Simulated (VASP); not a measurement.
Given:

```xyz
3
Lattice="4.9580 0.0000 0.0000 -2.4790 4.2938 0.0000 0.0000 0.0000 3.6400" Properties=species:S:1:pos:R:3 pbc="T T T"
La     0.0000     0.0000     0.0000
Hg     0.0000     2.8625     1.8200
Hg     2.4790     1.4312     1.8200
```

Computed with PBEsol GGA, VASP's PBE PAW potentials (set 64) (plane waves; VASP). Run with 300 eV cut-off, 5×5×6 Γ-centred mesh, Gaussian smearing of 0.10 eV, potentials La Hg.

At this cut-off the stress carries a Pulay error, which pulls relaxed volumes low. Energy and stress use the plane-wave basis of the starting cell.

Q: The ions, cell shape and volume are relaxed. Give the cell that the relaxation ends in.

A: 
```xyz
3
Lattice="5.0130 0.0000 0.0000 -2.5065 4.3414 0.0000 0.0000 0.0000 3.4180" Properties=species:S:1:pos:R:3 pbc="T T T"
La     0.0000     0.0000     0.0000
Hg     0.0000     2.8943     1.7090
Hg     2.5065     1.4471     1.7090
```
Space group P6/mmm (191), at a tolerance of 0.03 Å.

Q: How do energy and volume change from the first to the last step?

A: The energy (σ→0) changes by -14.4 meV/atom and the volume by -4.0 %, in 7 ionic steps.

| step | E(σ→0) (eV) | max force (eV/Å) | pressure (GPa) | volume (Å³) |
|---|---|---|---|---|
| 1 | -8.2442 | 0.000 | -1.10 | 77.49 |
| 2 | -8.2647 | 0.000 | 0.21 | 75.51 |
| 3 | -8.2696 | 0.000 | 1.28 | 74.08 |
| 4 | -8.2837 | 0.000 | 0.64 | 74.17 |
| 5 | -8.2874 | 0.000 | 0.20 | 74.23 |
| 6 | -8.2875 | 0.000 | 0.15 | 74.23 |
| 7 | -8.2875 | 0.000 | 0.02 | 74.39 |

The structure comes from a measured LaHg2 entry of the Crystallography Open Database, whose conditions weren't checked. This run relaxes it. Symmetry was kept, so distortions that lower it aren't found. The k-mesh is coarse (spacing up to 0.31 per Å, 2π included), so the numbers may not be converged in it. The run is one of a series of settings (EDIFFG = -0.01, IBRION = 2, ISIF = 3, NSW = 50 against the base run), some of them coarse on purpose. The electron count is odd and the run is not spin-polarised, which forces a metal.
